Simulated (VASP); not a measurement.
Calculation: PBE GGA, VASP's PBE PAW potentials (set 64) (plane waves; VASP).

Input for VASP

INCAR:
```
! general
SYSTEM  = SrO
PREC    = Accurate
ENCUT   = 620
LREAL   = .FALSE.
LASPH   = .TRUE.

! electronic loop
EDIFF   = 1E-6
NELM    = 100
ALGO    = Normal
LMAXMIX = 4

! smearing
ISMEAR  = 0
SIGMA   = 0.05

! functional
GGA     = PE

! ions
IBRION  = 2
NSW     = 40
ISIF    = 3
EDIFFG  = -0.02
PSTRESS = 300

! output
LWAVE   = .FALSE.
LCHARG  = .FALSE.
```

### KPOINTS
```
K-points
0
gamma
9 9 9
```

POSCAR:
```
SrO
1.0
  0.0000000000   2.4647414874   2.4647414874
  2.4647414874   0.0000000000   2.4647414874
  2.4647414874   2.4647414874   0.0000000000
Sr O
1 1
Cartesian
  0.0000000000   0.0000000000   0.0000000000
  2.4647414874   2.4647414874   2.4647414874
```

POTCAR, in this order: Sr_sv O (PBE.64 set). Program: vasp_std.

Output of the run:

File OSZICAR:
```
       N       E                     dE             d eps       ncg     rms          rms(c)
DAV:   1     0.866926766915E+02    0.86693E+02   -0.99543E+03   840   0.153E+03
DAV:   2    -0.101198789799E+02   -0.96813E+02   -0.86946E+02  1120   0.275E+02
DAV:   3    -0.139410812696E+02   -0.38212E+01   -0.37886E+01  1148   0.535E+01
DAV:   4    -0.140349633961E+02   -0.93882E-01   -0.93862E-01  1088   0.794E+00
DAV:   5    -0.140366929215E+02   -0.17295E-02   -0.17295E-02  1096   0.795E-01    0.220E+01
DAV:   6    -0.118530332834E+02    0.21837E+01   -0.10051E+01   944   0.260E+01    0.253E+01
DAV:   7    -0.117768244794E+02    0.76209E-01   -0.46710E-01  1040   0.649E+00    0.148E+01
DAV:   8    -0.117684056282E+02    0.84189E-02   -0.12251E-01   936   0.390E+00    0.112E+00
DAV:   9    -0.117683288044E+02    0.76824E-04   -0.15696E-02  1108   0.110E+00    0.191E-01
DAV:  10    -0.117688568853E+02   -0.52808E-03   -0.13590E-03   892   0.393E-01    0.960E-02
DAV:  11    -0.117689267323E+02   -0.69847E-04   -0.17345E-04  1012   0.122E-01    0.458E-02
DAV:  12    -0.117689328090E+02   -0.60766E-05   -0.24829E-05   944   0.514E-02    0.125E-02
DAV:  13    -0.117689331527E+02   -0.34378E-06   -0.32987E-06  1004   0.202E-02
   1 F= -.61616202E+01 E0= -.61616202E+01  d E =-.616162E+01
       N       E                     dE             d eps       ncg     rms          rms(c)
DAV:   1    -0.129617814074E+02   -0.11928E+01   -0.46575E+01  1076   0.682E+01    0.233E+01
DAV:   2    -0.112550911903E+02    0.17067E+01   -0.49539E+00   868   0.196E+01    0.441E+00
DAV:   3    -0.109425874020E+02    0.31250E+00   -0.81431E-01  1480   0.926E+00    0.274E+00
DAV:   4    -0.109175009189E+02    0.25086E-01   -0.26009E-01  1348   0.387E+00    0.169E+00
DAV:   5    -0.109328700807E+02   -0.15369E-01   -0.79130E-03  1320   0.626E-01    0.947E-01
DAV:   6    -0.109439374749E+02   -0.11067E-01   -0.12674E-02  1296   0.701E-01    0.229E-01
DAV:   7    -0.109447074611E+02   -0.76999E-03   -0.13501E-03  1432   0.295E-01    0.105E-01
DAV:   8    -0.109446995792E+02    0.78819E-05   -0.37442E-05  1200   0.547E-02    0.371E-02
DAV:   9    -0.109446999971E+02   -0.41789E-06   -0.11923E-05  1360   0.214E-02    0.132E-02
DAV:  10    -0.109446992531E+02    0.74397E-06   -0.59078E-07   520   0.759E-03
   2 F= -.60719735E+01 E0= -.60719735E+01  d E =0.896467E-01
       N       E                     dE             d eps       ncg     rms          rms(c)
DAV:   1    -0.122593851370E+02   -0.13147E+01   -0.16781E+01  1064   0.398E+01    0.971E+00
DAV:   2    -0.116539539825E+02    0.60543E+00   -0.21937E+00   992   0.132E+01    0.317E+00
DAV:   3    -0.115297543490E+02    0.12420E+00   -0.32259E-01  1400   0.576E+00    0.450E+00
DAV:   4    -0.115186621549E+02    0.11092E-01   -0.58941E-02  1372   0.194E+00    0.320E+00
DAV:   5    -0.115283051977E+02   -0.96430E-02   -0.21475E-02  1332   0.965E-01    0.116E+00
DAV:   6    -0.115309285690E+02   -0.26234E-02   -0.66193E-03  1340   0.533E-01    0.150E-01
DAV:   7    -0.115309230172E+02    0.55518E-05   -0.62209E-05   948   0.787E-02    0.453E-02
DAV:   8    -0.115309237409E+02   -0.72365E-06   -0.35760E-05  1312   0.303E-02    0.836E-03
DAV:   9    -0.115309244355E+02   -0.69463E-06   -0.23642E-07   496   0.575E-03
   3 F= -.62141738E+01 E0= -.62141738E+01  d E =-.525536E-01
       N       E                     dE             d eps       ncg     rms          rms(c)
DAV:   1    -0.115249609978E+02    0.59627E-02   -0.30551E-03  1104   0.538E-01    0.140E-01
DAV:   2    -0.115248455025E+02    0.11550E-03   -0.37734E-04   920   0.170E-01    0.364E-02
DAV:   3    -0.115248232133E+02    0.22289E-04   -0.58906E-05  1336   0.772E-02    0.416E-02
DAV:   4    -0.115248217895E+02    0.14238E-05   -0.17936E-05  1336   0.317E-02    0.278E-02
DAV:   5    -0.115248248974E+02   -0.31079E-05   -0.14081E-06   752   0.103E-02    0.760E-03
DAV:   6    -0.115248259485E+02   -0.10511E-05   -0.20809E-06   908   0.899E-03    0.142E-03
DAV:   7    -0.115248260038E+02   -0.55250E-07   -0.11352E-07   420   0.192E-03
   4 F= -.62142055E+01 E0= -.62142055E+01  d E =-.525853E-01
```

OUTCAR:
```
------------------------ aborting loop because EDIFF is reached ----------------------------------------
  FORCE on cell =-STRESS in cart. coord.  units (eV):
  Direction    XX          YY          ZZ          XY          YZ          ZX
  --------------------------------------------------------------------------------------
  Total        5.3055526      5.3055526      5.3055526     -0.0000000      0.0000000      0.0000000
  in kB      299.7137085    299.7137085    299.7137085     -0.0000000      0.0000000      0.0000000
  external PRESSURE =      -0.2862915 kB  Pullay stress =     300.0000000 kB
  volume of cell :       28.36
      direct lattice vectors                 reciprocal lattice vectors
     0.000000000  2.420480198  2.420480198    -0.206570581  0.206570581  0.206570581
     2.420480198 -0.000000000  2.420480198     0.206570581 -0.206570581  0.206570581
     2.420480198  2.420480198 -0.000000000     0.206570581  0.206570581 -0.206570581
  FREE ENERGIE OF THE ION-ELECTRON SYSTEM (eV)
  ---------------------------------------------------
  free  energy   TOTEN  =       -11.5248260038 eV

  energy  without entropy=      -11.5248260038  energy(sigma->0) =      -11.52482600
  enthalpy is  TOTEN    =        -6.2142054754 eV   P V=        5.3106205283

 reached required accuracy - stopping structural energy minimisation
```
(Selected blocks of OUTCAR.)

### CONTCAR
```
SrO
   1.00000000000000
     0.0000000000000000    2.4204801977514765    2.4204801977514765
     2.4204801977514765   -0.0000000000000000    2.4204801977514765
     2.4204801977514765    2.4204801977514765   -0.0000000000000000
  Sr              O
     1     1
Direct
     1.0000000000000000    0.0000000000000000    0.0000000000000000
     0.5000000000000000    0.5000000000000000    0.5000000000000000
```

**OUTCAR**
```
 val. band max:        2.6922543198   @ k =   0.4444   0.4444   0.0000

 cond. band min:       5.7608008970   @ k =   0.4444   0.4444   0.0000


 Fermi energy:         2.9040143854

 k-point     1 :       0.0000    0.0000    0.0000
  band No.  band energies     occupation
      1     -29.2395      2.00000
      2     -12.6848      2.00000
      3     -10.6049      2.00000
      4     -10.6049      2.00000
      5     -10.6049      2.00000
      6       2.6235      2.00000
      7       2.6235      2.00000
      8       2.6235      2.00000
      9       8.0554      0.00000
     10       9.1809      0.00000
     11       9.1809      0.00000
     12       9.1809      0.00000

 k-point     2 :       0.1111    0.0000    0.0000
  band No.  band energies     occupation
      1     -29.2053      2.00000
      2     -13.0292      2.00000
      3     -10.6190      2.00000
      4     -10.6190      2.00000
      5     -10.3367      2.00000
      6       2.2172      2.00000
      7       2.3996      2.00000
      8       2.3996      2.00000
      9       8.6679      0.00000
     10       9.0506      0.00000
     11       9.4785      0.00000
     12       9.4785      0.00000

 k-point     3 :       0.2222    0.0000    0.0000
  band No.  band energies     occupation
      1     -29.1171      2.00000
      2     -13.6939      2.00000
      3     -10.6540      2.00000
      4     -10.6540      2.00000
      5      -9.8658      2.00000
      6       1.3761      2.00000
      7       1.8942      2.00000
      8       1.8942      2.00000
      9       9.0217      0.00000
     10      10.0850      0.00000
     11      10.3114      0.00000
     12      10.3114      0.00000

 k-point     4 :       0.3333    0.0000    0.0000
  band No.  band energies     occupation
      1     -29.0138      2.00000
      2     -14.2938      2.00000
      3     -10.6926      2.00000
      4     -10.6926      2.00000
      5      -9.4874      2.00000
      6       0.5943      2.00000
...
```

Energy and stress use the plane-wave basis of the starting cell.

The compound is SrO in the rock salt structure. This run relaxes it under an external pressure of 30 GPa. Symmetry was kept, so distortions that lower it aren't found.
